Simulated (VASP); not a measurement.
Method: PBEsol GGA, VASP's PBE PAW potentials (set 64) (plane waves; VASP).

VASP ran on this input.

### INCAR
```
NELMIN = 4
ISMEAR = 0   # Gaussian
LREAL = .FALSE.   # projection in real space or not
NELM = 100
IBRION = 2   # conjugate gradients
LCHARG = .FALSE.
LASPH = .TRUE.   # aspherical one-centre terms
SYSTEM = BN
NSW = 20   # most ionic steps
GGA = PS   # PBEsol
EDIFFG = -0.03   # ionic stop
LWAVE = .FALSE.
ENCUT = 500
PREC = Normal
ALGO = Fast
SIGMA = 0.05   # width (eV)
ISIF = 2
EDIFF = 1E-5   # SCF stop (eV)
```

File KPOINTS:
```
K-points
0
G
 13 13 5
```

**POSCAR**
```
BN
1
    2.5047426850     0.0000000000     0.0000000000
   -1.2523713425     2.1691711844     0.0000000000
    0.0000000000     0.0000000000     6.8231039485
B N
2 2
Direct
  0.6666670000   0.3333330000   0.7500000000
  0.3333330000   0.6666670000   0.2500000000
  0.3333330000   0.6666670000   0.7500000000
  0.6666670000   0.3333330000   0.2500000000
```

POTCAR, in this order: B N (PBE.64 set). Program: vasp_std.

Without a dispersion term in the relaxation, distances and binding between the weakly bound layers, chains or molecules are unreliable, and so is what depends on them.

Task: Estimate the energy per atom (σ→0).

Result: 
energy per atom (σ→0): -9.142 eV/atom

**OSZICAR**
```
...
RMM:   8    -0.365973195587E+02    0.62795E-01   -0.37857E-01  1512   0.502E+00    0.928E-01
RMM:   9    -0.365689594896E+02    0.28360E-01   -0.56426E-02  1512   0.238E+00    0.214E-01
RMM:  10    -0.365711200254E+02   -0.21605E-02   -0.29806E-02  1512   0.130E+00    0.249E-01
RMM:  11    -0.365699013377E+02    0.12187E-02   -0.24569E-03  1512   0.565E-01    0.114E-01
RMM:  12    -0.365697131770E+02    0.18816E-03   -0.13918E-03  1512   0.305E-01    0.957E-03
RMM:  13    -0.365697310214E+02   -0.17844E-04   -0.12616E-04  1482   0.127E-01    0.108E-02
RMM:  14    -0.365697342132E+02   -0.31918E-05   -0.20940E-05  1093   0.392E-02
   1 F= -.36569734E+02 E0= -.36569734E+02  d E =-.365697E+02
```

The compound is BN in the hex structure. It was relaxed first.
